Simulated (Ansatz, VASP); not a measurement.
# WS2 (Tungstenite) in two plane-wave programs

One calculation is typed for both programs; each brings its own data sets and cutoff. How far apart do they land?

Program: Ansatz 0.2.0. Level of theory: plane waves, with VASP 6.6.1 beside it; single point at LDA. Results are calculated unless marked as measured.

## 1. The structure

Symmetry: P1, No. 1, triclinic system. Conventional cell: a = 3.158 Å, b = 3.158 Å, c = 6.427 Å, α = 75.78°, β = 75.78°, γ = 60.00°. W has 6 S at 2.39 to 2.46 Å nearest. Nearest to S lie 3 W at 2.39 to 2.46 Å. Nearest to S lie 3 W at 2.40 to 2.46 Å. Farther neighbours and most contacts between anions are not listed.

Structure file:

```cif
data_structure
_symmetry_space_group_name_H-M 'P 1'
_symmetry_Int_Tables_number 1
_cell_length_a 6.4274
_cell_length_b 6.4274
_cell_length_c 6.4274
_cell_angle_alpha 28.443
_cell_angle_beta 28.443
_cell_angle_gamma 28.443
_cell_volume 53.23
loop_
_atom_site_label
_atom_site_type_symbol
_atom_site_fract_x
_atom_site_fract_y
_atom_site_fract_z
_atom_site_occupancy
W1 W 0.98702 0.01091 0.00837 1
S2 S 0.25440 0.25016 0.24122 1
S3 S 0.41620 0.40868 0.43952 1
```

## 2. VASP: single point, LDA

A single point gives forces, pressure and levels at one fixed geometry, so differences don't come from the geometry; what else differs is listed under the comparison.

Lines of VASP's logs that name or quote its potential files are left out, and so is its time.

INCAR reads:

```
SYSTEM = WS2
PREC = Accurate
ENCUT = 400
EDIFF = 1E-06
NELM = 100
ISMEAR = -1
SIGMA = 0.05
LREAL = .FALSE.
ALGO = Normal
GGA = CA
NBANDS = 15
LASPH = .TRUE.
LORBIT = 11
LWAVE = .FALSE.
LCHARG = .FALSE.
KPAR = 4
ISIF = 2
```

POSCAR reads:

```
WS2
1.0
    1.5790000000      0.9116360751      6.1633333333
   -1.5790000000      0.9116360751      6.1633333333
    0.0000000000     -1.8232721501      6.1633333333
W S
1 2
Direct
   -0.0129770000      0.0109140000      0.0083710000
    0.2544000000      0.2501600000      0.2412220000
    0.4162030000      0.4086750000      0.4395190000
```

KPOINTS reads:

```
Automatic mesh
0
Gamma
10 10 10
0 0 0
```

PAW data sets: W and S (PBE family, release 64).

Command:

```
$ mpirun -np 4 vasp_std
```

Numbers of over 12 decimals in the logs are rounded to 6 here.

The log of the run:

```text
[banner, memory and clock lines left out]
running    4 mpi-ranks, on    1 nodes
 distrk:  each k-point on    1 cores,    4 groups
 distr:  one band on    1 cores,    1 groups

 POSCAR found type information on POSCAR W S
 POSCAR found :  2 types and       3 ions
|                                                                             |
|               ----> ADVICE to this user running VASP <----                  |
|                                                                             |
|     You enforced a specific xc type in the INCAR file but a different       |
|     [... a line on the potential file left out ...]
|     I HOPE YOU KNOW WHAT YOU ARE DOING!                                     |
|                                                                             |

 LDA part: xc-table for (Slater(with rela. corr.)+CA(PZ))
 , standard interpolation
 POSCAR, INCAR and KPOINTS ok, starting setup
 FFT: planning ... GRIDC
 FFT: planning ... GRID_SOFT
 FFT: planning ... GRID
 WAVECAR not read
 entering main loop
       N       E                     dE             d eps       ncg     rms          rms(c)
DAV:   1     0.601523956178E+02    0.60152E+02   -0.69023E+03 15600   0.844E+02
DAV:   2    -0.234105781662E+02   -0.83563E+02   -0.78437E+02 20016   0.204E+02
DAV:   3    -0.276636406300E+02   -0.42531E+01   -0.42205E+01 20062   0.465E+01
DAV:   4    -0.277143305709E+02   -0.50690E-01   -0.50669E-01 19481   0.574E+00
DAV:   5    -0.277153127848E+02   -0.98221E-03   -0.98214E-03 20910   0.773E-01    0.292E+01
DAV:   6    -0.265431195296E+02    0.11722E+01   -0.30808E+00 22764   0.131E+01    0.123E+01
DAV:   7    -0.263812873915E+02    0.16183E+00   -0.10943E+00 16968   0.850E+00    0.709E+00
DAV:   8    -0.262992910840E+02    0.81996E-01   -0.16363E-01 19454   0.354E+00    0.104E+00
DAV:   9    -0.262981635167E+02    0.11276E-02   -0.22528E-02 19789   0.106E+00    0.553E-01
DAV:  10    -0.262972149774E+02    0.94854E-03   -0.62539E-03 19501   0.510E-01    0.201E-01
DAV:  11    -0.262971038817E+02    0.11110E-03   -0.75074E-04 19572   0.189E-01    0.608E-02
DAV:  12    -0.262971043729E+02   -0.49115E-06   -0.24590E-05 20727   0.403E-02    0.550E-02
DAV:  13    -0.262971011731E+02    0.31998E-05   -0.15386E-05 19761   0.241E-02    0.157E-02
DAV:  14    -0.262971009679E+02    0.20511E-06   -0.15186E-06 14784   0.895E-03
   1 F= -.26297101E+02 E0= -.26297101E+02  d E =-.624957E-06
```

Parts of OUTCAR (step 2):

```text
ion  position               nearest neighbor table
   1  0.987  0.011  0.008-   2 2.39   3 2.40   3 2.40   2 2.45   2 2.46   3 2.46
   2  0.254  0.250  0.241-   1 2.39   1 2.45   1 2.46
   3  0.416  0.409  0.440-   1 2.40   1 2.40   1 2.46

  LATTYP: Found a trigonal (rhomboedric) cell.
 ALAT       =     6.4273633094
 COS(alpha) =     0.8792940837

 Subroutine GETGRP returns: Found  1 space group operations
 (whereof  1 operations were pure point group operations)

The static configuration has the point symmetry C_1 .

 Found    504 irreducible k-points:

   k-points           NKPTS =    504   k-points in BZ     NKDIM =    504   number of bands    NBANDS=     15

   dimension x,y,z NGX =    42 NGY =   42 NGZ =   42
   dimension x,y,z NGXF=    84 NGYF=   84 NGZF=   84

   ENCUT  =  400.0 eV  29.40 Ry    5.42 a.u.  10.48 10.48 10.48*2*pi/ulx,y,z

   NELECT =      18.0000    total number of electrons

 k-points in reciprocal lattice and weights: Automatic mesh
   0.00000000  0.00000000  0.00000000       0.001
   0.10000000 -0.00000000  0.00000000       0.002
  -0.00000000  0.10000000  0.00000000       0.002
   0.00000000  0.00000000  0.10000000       0.002
   0.20000000 -0.00000000  0.00000000       0.002
  -0.00000000  0.20000000  0.00000000       0.002
   0.00000000  0.00000000  0.20000000       0.002
   0.30000000  0.00000000  0.00000000       0.002
   0.00000000  0.30000000  0.00000000       0.002
[...]
0.50000000  0.40000000 -0.40000000       0.002
   0.50000000  0.50000000  0.50000000       0.001

 average (electrostatic) potential at core
       1 -39.6419       2 -85.7060       3 -85.7201

 E-fermi :   6.5310

 k-point     1 :       0.0000    0.0000    0.0000
  band No.  band energies     occupation
    ...
      5       2.8961      2.00000
      6       3.8266      2.00000
      7       4.2494      2.00000
      8       4.7077      2.00000
      9       4.7866      2.00000
     10       8.1208      0.00000
     11       8.5043      0.00000
     12       8.5819      0.00000
     13       8.7505      0.00000
     14      10.9520      0.00000
    ...

 k-point     2 :       0.1000   -0.0000    0.0000
  band No.  band energies     occupation
    ...
      5       2.9637      2.00000
      6       3.2798      2.00000
      7       3.9400      2.00000
      8       4.6844      2.00000
      9       4.9947      2.00000
     10       7.9798      0.00000
     11       8.3695      0.00000
     12       8.5236      0.00000
     13       8.6828      0.00000
     14      11.6654      0.00000
    ...

 k-point     3 :      -0.0000    0.1000    0.0000
  band No.  band energies     occupation
    ...
      5       3.0494      2.00000
      6       3.4751      2.00000
      7       3.6940      2.00000
      8       4.7012      2.00000
      9       5.0131      2.00000
     10       8.0811      0.00000
     11       8.1844      0.00000
     12       8.4271      0.00000
     13       8.8747      0.00000
     14      11.6840      0.00000
    ...

  Total       -1.7640097     -1.7397672     -2.6808522      0.2707074      0.9874484     -0.0195367
  in kB      -53.0934570    -52.3638034    -80.6887356      8.1477978     29.7203860     -0.5880190
  external PRESSURE =     -62.0486653 kB  Pullay stress =       0.0000000 kB

  energy-cutoff  :      400.00
  volume of cell :       53.23
      direct lattice vectors                 reciprocal lattice vectors
     1.579000000  0.911636075  6.163333333     0.316656111  0.182821491  0.054083288
    -1.579000000  0.911636075  6.163333333    -0.316656111  0.182821491  0.054083288
     0.000000000 -1.823272150  6.163333333     0.000000000 -0.365642982  0.054083288

 POSITION                                       TOTAL-FORCE (eV/Angst)
 -----------------------------------------------------------------------------------
      1.54128      0.89449      6.20221         0.937446      0.030178     -0.243441
      0.00669      0.02016      4.59650        -0.460225     -0.341907      0.912847
      0.01189     -0.04937      7.79290        -0.477221      0.311729     -0.669406
 -----------------------------------------------------------------------------------
    total drift:                               -0.000080     -0.000007      0.000017

  FREE ENERGIE OF THE ION-ELECTRON SYSTEM (eV)
  ---------------------------------------------------
  free  energy   TOTEN  =       -26.2971009679 eV

  energy  without entropy=      -26.2971003430  energy(sigma->0) =      -26.29710066

 total charge
# of ion       s       p       d       tot
------------------------------------------
    1        0.548   0.684   4.319   5.551
    2        1.351   2.314   0.000   3.666
    3        1.351   2.321   0.000   3.672
--------------------------------------------------
tot          3.251   5.319   4.319  12.889

[... 3 further parts left out ...]
```

This run has no spin polarisation, so a moment on W, if there is one, isn't seen. The gap is read on the k-mesh alone, so it is an upper bound where the band edges lie off the mesh. Spin-orbit coupling is off here; with elements this heavy it splits and shifts levels by tenths of an eV or more. The PAW data sets were made with PBE, though LDA sets exist; this is a small mismatch. The data set W keeps the semicore shell frozen, which is cheaper and a little less accurate.

## 3. Ansatz: single point, LDA

Ansatz runs on its default PAW (the set named soft_2) files.

The same cell, functional (in two slightly different forms), mesh and smearing now go to Ansatz, which takes its cutoff from its data sets.

input.yaml reads:

```yaml
crystal:
  lattice:
    - [1.579, 0.9116360751, 6.1633333333]
    - [-1.579, 0.9116360751, 6.1633333333]
    - [0.0, -1.8232721501, 6.1633333333]
  atoms:
    - { symbol: W, position: [-0.012977, 0.010914, 0.008371] }
    - { symbol: S, position: [0.2544, 0.25016, 0.241222] }
    - { symbol: S, position: [0.416203, 0.408675, 0.439519] }
hamiltonian:
  xc: lda
  pseudopotentials: { kind: paw }
kpoints:
  mp_grid: { grid: [10, 10, 10] }
scf:
  occupations: { method: fermi_dirac, width: 0.05 }
  n_extra_bands: 4
output:
  forces: true
  stress: true
  eigenvalues: true
  write_density: true
  write_potential: true
  elf: true
  volumetric_format: npy
```

Command:

```
$ ansatz run input.yaml --threads 2 --pin off --max-ram 4608MiB --backend cpu --events-out ev --progress --plain --runs-dir out
```

The log of the run:

```text
basis.fft_grid_basis auto: the FFT boxes are laid along the combinations [[1, -1, 0], [0, 1, 0], [0, -1, 1]] of the cell's own vectors, 3.158, 6.427 and 3.158 Å long. The dense box has 24×45×24 points. Along the cell's own vectors, as sized, it would have 45×45×45, 3.52 times as many. basis.fft_grid_basis: typed keeps the cell's own vectors: state it where this run's energies or levels are differenced outside the eng [...]
scf.n_extra_bands = 4 over 13 filled bands (N_el = 26.0): the run solves 17 bands
Engine: ansatz 0.2.0, aarch64-unknown-linux-gnu
Pseudopotentials: kind: paw
Pseudopotential: W, paw, valence charge 14, recommended cutoff 420 eV (normal), W.paw.azcp
Pseudopotential: S, paw, valence charge 6, recommended cutoff 420 eV (normal), S.paw.azcp
Functional definition: SPW92
  exchange = slater_x
  correlation = pw_c
Crystal: 3 atoms, lattice volume = 53.232 Å³
Basis set: ecut = 420 eV, 1011 PW (Γ), FFT grids on a1−a2, a2, −a2+a3
Bands: 17, of which v1, the nominal top of the filled ones, is band 13 counted from 1 (12 counted from 0)
Symmetry: 1 space group operations
Space group: P1 (ITA 1), of the structure as read, at distance tolerance 3.8e-5 Å
k-points: 504 of 1000 (time reversal used)
Non-local potential: W, projectors of the file, l = 0: 3, l = 1: 2, l = 2: 2, l = 3: 1
Non-local potential: S, projectors of the file, l = 0: 2, l = 1: 2, l = 2: 2
PAW form: soft (Blöchl's): semilocal exchange-correlation on the pseudo side does not see the compensation charge
PAW frozen core: W, regenerated for the run's functional, and the local potential with it (the file was generated under x = pbe(κ = 0.804, μ = 0.219515), c = pbe(β = 0.066725))
PAW frozen core: S, regenerated for the run's functional, and the local potential with it (the file was generated under x = pbe(κ = 0.804, μ = 0.219515), c = pbe(β = 0.066725))
PAW one-centre angular grid: W, 590 points (default); XC on 64 Gauss nodes
PAW one-centre angular grid: S, 110 points (default); XC on 64 Gauss nodes
Initial density: superposition of atomic densities (neutral atoms: chi_scale 0, normalization atom), corrected by the library's trained network
Initial wavefunctions: pseudopotential atomic-orbital guess
Functional: x = slater, c = lda
SCF iter   1: F=—  HF=-11871.610192 eV  |F-HF|=—  |Δ(HF+E_count)|=         —  Δρ=9.91e-3  dr2=8.49e-2  ethr=1.77e-3  ⟨swp⟩=5.9  Hψ=48489  notcnv=0
preconditioner: auto → none  [insulator: Δε(μ)=0.920 eV  Ē_g=8.579 eV  σ=0.050 eV  W_gap=1.00  n_scr=16 (ndim 8)  ℏωp=21.6 eV  f_vac=0.011  D(μ)=0.00/eV (n_scr^D=0)  ε∞_Penn≈7.3]
SCF iter   2: F=—  HF=-11871.642200 eV  |F-HF|=—  |Δ(HF+E_count)|=   3.20e-2  Δρ=1.24e-2  dr2=2.90e-1  ethr=3.27e-4  ⟨swp⟩=3.8  Hψ=21537  notcnv=0  recentre
SCF iter   3: F=—  HF=-11871.598219 eV  |F-HF|=—  |Δ(HF+E_count)|=   4.40e-2  Δρ=4.50e-3  dr2=8.39e-3  ethr=3.27e-4  ⟨swp⟩=3.0  Hψ=15137  notcnv=0
SCF iter   4: F=—  HF=-11871.597589 eV  |F-HF|=—  |Δ(HF+E_count)|=   6.30e-4  Δρ=9.71e-4  dr2=2.93e-4  ethr=3.23e-5  ⟨swp⟩=1.9  Hψ=11667  notcnv=0
SCF iter   5: F=—  HF=-11871.597601 eV  |F-HF|=—  |Δ(HF+E_count)|=   1.17e-5  Δρ=1.33e-4  dr2=3.30e-6  ethr=1.13e-6  ⟨swp⟩=2.4  Hψ=12738  notcnv=0
SCF iter   6: F=—  HF=-11871.597603 eV  |F-HF|=—  |Δ(HF+E_count)|=   1.92e-6  Δρ=2.52e-5  dr2=3.19e-7  ethr=1.27e-8  ⟨swp⟩=2.0  Hψ=13039  notcnv=0
SCF iter   7: F=-11871.597603 eV  HF=-11871.597603 eV  |F-HF|=2.09e-8  |Δ(HF+E_count)|=   8.57e-8  Δρ=7.39e-6  dr2=3.06e-8  ethr=3.85e-10  ⟨swp⟩=10.2  Hψ=63781  notcnv=0
SCF 1 converged in 7 iterations: F = -11871.597603 eV  dr2 = 3.06e-8
  greatest PAW one-centre occupation: 1.000 electrons in one spin orbital (limit 2), on the W atom at site 0 (counted from 0), in its partial waves of l = 0
SCF converged after 7 iterations
Free energy (F): -11871.597603 eV
Harris-Foulkes:  -11871.597603 eV  (|F-HF|=2.09e-8)
Internal energy: -11871.597602 eV  (E = F + TS)
E sigma→0 (E₀):  -11871.597602 eV
Entropy (-TS):   -0.000001 eV (-0.000 meV/atom)
Fermi energy:    11.835497 eV
--- Per-component energies (eV) ---
  E_band       = -191.588743
  E_kinetic    = 666.138573
  E_local      = -1719.361086  (includes V_loc(G=0)·N_el)
  E_nonlocal   = 65.125925
  E_hartree    = 676.609937
  E_xc         = -458.301425
  E_vxc        = -415.378717  (∫ρ·V_xc dr)
  E_paw        = -9447.194502  (= ΣΔE_a)
  E_vpaw       = -141.333257  (= ΣTr[D̂ρ^β])
  E_aug_tail   = -0.000064  (compensation charges beyond the density's cutoff)
  E_ewald      = -1655.204508
  E_core_change = 0.589548  (= ΣΔE_core)
  E_smearing   = -0.000001  (= −TS)
  E_closure    = 0.000000  (closes the sum)
  Σ components = -11871.597603   (vs F -11871.597603, Δ=0.00e0)
--- Forces (eV/Å), atoms counted from 1 ---
  atom   1  W      0.91677101     0.02916305    -0.23825634
  atom   2  S     -0.44990085    -0.33380047     0.99169863
  atom   3  S     -0.46687167     0.30463641    -0.75345581
  max |Σ_I F_I| component: 1.35e-5 eV/Å
--- Stress (GPa, compression-positive) ---
       -5.789790       0.760069      -0.058880
        0.760069      -5.714413       2.903032
       -0.058880       2.903032      -8.847755
  P = ⅓ Tr σ = -6.7840 GPa (-67.840 kbar)
--- Band table (eV; the first three rows and the last of 504) ---
  k-point 0: bands = [... 9 lower, 9.1283, 9.5494, 10.0063, 10.0973, 13.4065, 13.7918, 13.8674, 14.0381]
  k-point 1: bands = [... 9 lower, 8.6390, 9.1441, 10.0732, 10.2348, 13.3247, 13.5398, 13.7553, 14.1004]
  k-point 2: bands = [... 9 lower, 8.5292, 8.7807, 9.8198, 10.0416, 12.7225, 13.5172, 13.9211, 14.5888]
  k-point 503: bands = [... 9 lower, 8.1924, 9.1772, 9.6022, 11.4047, 13.4823, 13.6482, 13.8118, 14.0655]
```

Wall time 31 s (2 threads of Arm Neoverse V1, shared host); peak memory 0.69 GiB.

The run ends at a pressure of -6.78 GPa, with forces up to 1.1 eV/Å.

## 4. Comparison

Known differences besides the potentials themselves: the two LDA forms differ slightly; the data sets hold 26 valence electrons in Ansatz (default PAW (the set named soft_2) files) and 18 in VASP; the cutoff is 420 eV in Ansatz and 400 eV in VASP; Ansatz makes its cores anew for this functional, VASP keeps those of its PBE data sets; VASP's log shows a relativistic correction to its local exchange, Ansatz's none. Total energies have different zeros and are not compared.

Both answers:

```
              quantity  Ansatz   VASP  difference
        pressure (GPa)   -6.78  -6.20       -0.58
gap on the k mesh (eV)   0.930  0.949      -0.019
```

Forces (eV/Å; atoms numbered as in POSCAR):

```
atom         Ansatz x, y, z           VASP x, y, z
  W1   0.917, 0.029, -0.238   0.937, 0.030, -0.243
  S2  -0.450, -0.334, 0.992  -0.460, -0.342, 0.913
  S3  -0.467, 0.305, -0.753  -0.477, 0.312, -0.669
```

The forces differ by 40 meV/Å r.m.s., which is 7.0 % of the r.m.s. force of 0.57 eV/Å (both taken over all components). A gap on the mesh is an upper bound, since the band edges may lie between its points; neither run holds spin-orbit coupling, which can move the band edges of a compound of W.

## 5. Other set-ups

Further runs change the set-up of one program: Ansatz's method, potentials or start, or VASP's data sets, cutoff or form of LDA. The table gives Ansatz less VASP for each quantity, since a change that brings one quantity closer may part another.

```
                                       run  r.m.s. force difference (meV/Å)  pressure (GPa)  gap on the k mesh (eV)
                                  as above                               40           -0.58                  -0.019
                      cores kept as stored                               34           -0.48                  -0.021
   Ansatz's larger PAW set (cutoff 880 eV)                               37           -0.50                  -0.015
norm-conserving potentials (cutoff 952 eV)                               53           -0.85                  -0.014
```

## 6. Results

```json
{
  "r.m.s. force difference (single point, LDA)": "7.0 % of the r.m.s. force",
  "difference in pressure (single point, LDA)": "-0.58 GPa"
}
```

The r.m.s. force difference is 7.0 % of the r.m.s. force (single point, LDA), beyond the 3 % picked in this series as the mark of a large difference. Single point, LDA, norm-conserving potentials (cutoff 952 eV): r.m.s. force difference goes from 40 to 53 meV/Å; the difference in pressure goes from -0.58 to -0.85 GPa; the difference in gap on the k mesh goes from -0.019 to -0.014 eV. 1 further run of this series is not shown here. Such differences can come from data sets, numerical settings and the points named under the comparisons, not from the functional's error against experiment.

[Lines on the potential files, build, host, timing and source positions are cut from VASP's logs without a mark.]

[Logs are printed without paths, hosts, clocks, repeated set-up lines and the standing remarks that a program may print on its own settings, such as how far it seeks lower states.]

[Hosts, paths, dates, database ids (printed as entryN), source tags and the programs' standing remarks are cut or masked in the printed files.]

[VASP's PBE data sets in a run with another functional are called a small mismatch above; for pressures it isn't always small: they can move by 1 GPa and more.]
